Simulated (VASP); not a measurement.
Given:

```
BaZrO3
1.0
    4.07488     0.00000     0.00000
    0.00000     4.07488     0.00000
    0.00000     0.00000     4.07488
Ba Zr O
1 1 3
Cartesian
  0.00000   0.00000   0.00000
  2.03744   2.03744   2.03744
  2.03744   0.00000   2.03744
  0.00000   2.03744   2.03744
  2.03744   2.03744   0.00000
```

The numbers are results of LDA (Ceperley-Alder, Perdew-Zunger), VASP's LDA PAW potentials (set 64) (plane waves; VASP 6.6.1), not measurements. Run with 520 eV cut-off, 5×5×5 Γ-centred mesh, Gaussian smearing of 0.050 eV, potentials Ba_sv Zr_sv O.

Unless said otherwise, spin-orbit coupling is left out, though it shifts the bands of the heavy elements here.

Problem. What does the run give for the energy per atom (σ→0), pressure, band gap (on the k-mesh) with the smallest direct gap where there is one?

Solution. 
* **band gap (on the k-mesh)**: 3.32 eV
* **smallest direct gap (on the k-mesh)**: 3.32 eV
* **energy per atom (σ→0)**: -9.116 eV/atom
* **pressure**: 12.30 GPa

Total energies compare only between runs with the same potentials, cut-off and functional.

The compound is BaZrO3 in the cubic perovskite structure. This cell is one point of a volume scan, at 0.94 of the reference volume.
